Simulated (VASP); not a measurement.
Cs (bcc) is relaxed at rising pressure, each step from the one before. Symmetry mostly holds the structure type, and other phases were not tried. The mesh follows the cell, and a change of mesh leaves a small step in the series.

Consider the following.

```cif
data_Cs
_chemical_formula_sum 'Cs1'
_space_group_name_H-M_alt 'P 1'
_space_group_IT_number 1
_cell_length_a 5.19957
_cell_length_b 5.19957
_cell_length_c 5.19957
_cell_angle_alpha 109.471
_cell_angle_beta 109.471
_cell_angle_gamma 109.471
loop_
_space_group_symop_operation_xyz
  'x, y, z'
loop_
_atom_site_label
_atom_site_type_symbol
_atom_site_fract_x
_atom_site_fract_y
_atom_site_fract_z
_atom_site_occupancy
Cs1 Cs 0.00000 0.00000 0.00000 1
```

All values below come from PBEsol GGA, VASP's PBE PAW potentials (set 64) (plane waves; VASP). Run with 500 eV cut-off, 9×9×9 Γ-centred mesh, first-order Methfessel-Paxton smearing of 0.10 eV, potentials Cs_sv.

Unless said otherwise, spin-orbit coupling is left out, though it shifts the bands of the heavy elements here.

Energy and stress use the plane-wave basis of the starting cell.

```json
[
 {"P (GPa)": "0", "V (Å³/atom)": "108.21", "H − H(0) (eV/atom)": "0.000", "space group": "Im-3m", "gap on the mesh (eV)": "0.00", "k-mesh": "9×9×9"},
 {"P (GPa)": "5", "V (Å³/atom)": "44.16", "H − H(0) (eV/atom)": "2.054", "space group": "Im-3m", "gap on the mesh (eV)": "0.00", "k-mesh": "11×11×11"},
 {"P (GPa)": "10", "V (Å³/atom)": "32.78", "H − H(0) (eV/atom)": "3.213", "space group": "Im-3m", "gap on the mesh (eV)": "0.00", "k-mesh": "13×13×13"},
 {"P (GPa)": "20", "V (Å³/atom)": "___", "H − H(0) (eV/atom)": "___", "space group": "Im-3m", "gap on the mesh (eV)": "0.00", "k-mesh": "13×13×13"},
 {"P (GPa)": "30", "V (Å³/atom)": "___", "H − H(0) (eV/atom)": "___", "space group": "Im-3m", "gap on the mesh (eV)": "0.00", "k-mesh": "14×14×14"},
 {"P (GPa)": "45", "V (Å³/atom)": "22.94", "H − H(0) (eV/atom)": "8.959", "space group": "Im-3m", "gap on the mesh (eV)": "0.00", "k-mesh": "14×14×14"}
]
```

### Question
Some entries are withheld; supply them.

### Answer

- 30, V (Å³/atom): 25.22
- 30, H − H(0) (eV/atom): 6.711
- 20, V (Å³/atom): 27.64
- 20, H − H(0) (eV/atom): 5.070

Pressures at which the relaxation failed are left out.

The compound is Cs in the bcc structure.
